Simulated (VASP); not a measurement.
Crystal: Ca.

```
Ca
1.0
     0.00000    2.79420    2.79420
     2.79420    0.00000    2.79420
     2.79420    2.79420    0.00000
Ca
1
Direct
  0.00000 0.00000 0.00000
```

```yaml
Program: VASP 6.6.1
Task: relaxation of cell and atoms
Functional: PBE
Potentials_or_basis: VASP PAW PBE potentials, release 64 (Ca_sv)
Cutoff: 600 eV
k_mesh: 14 × 14 × 14
Occupations: methfessel-paxton, width 0.1 eV
Spin: no spin polarisation
```

At the start: pressure -0.5 GPa; volume 43.63 Å³/atom.

Task: Where does the relaxation end?

Result: Over 3 steps the energy falls by 2.2 meV/atom and the volume is 42.20 Å³/atom (-3.3 %); space group Fm-3m (No. 225, to 0.05 Å).

Step by step:
| step | energy change (eV) | largest force (eV/Å) | pressure (GPa) | volume (Å³) |
| --- | --- | --- | --- | --- |
| 1 | 0.0000 | 0.0000 | -0.53 | 43.63 |
| 2 | -0.0020 | 0.0000 | -0.18 | 42.72 |
| 3 | -0.0022 | 0.0000 | 0.03 | 42.20 |

Final structure:
```
Ca
1.0
     0.00000    2.76329    2.76329
     2.76329    0.00000    2.76329
     2.76329    2.76329    0.00000
Ca
1
Direct
  0.00000 0.00000 0.00000
```
